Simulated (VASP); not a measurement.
```yaml
crystal:
  lattice:
    - [0.00000, 2.72347, 2.72347]
    - [2.72347, 0.00000, 2.72347]
    - [2.72347, 2.72347, 0.00000]
  atoms:
    - { symbol: Mg, position: [0.00000, 0.00000, 0.00000] }
    - { symbol: Se, position: [0.50000, 0.50000, 0.50000] }
```

Method: r2SCAN+rVV10, VASP's PBE PAW potentials (set 64) (plane waves; VASP). Run with 400 eV cut-off, 9×9×9 Γ-centred mesh, tetrahedra with Blöchl corrections, potentials Mg Se.

**Question.** What does the run give for the energy per atom (σ→0), band gap (over mesh and band path) with the smallest direct gap where there is one?

**Answer.** 
The band gap (over mesh and band path) is 2.44 eV. The smallest direct gap (over mesh and band path) is 3.48 eV. The energy per atom (σ→0) is -10.566 eV/atom.

The absolute energy has meaning only against runs of the same code, potentials and settings.

The structure comes from a measured MgSe entry (Fm-3m) of the Crystallography Open Database, whose conditions weren't checked. It was relaxed first.
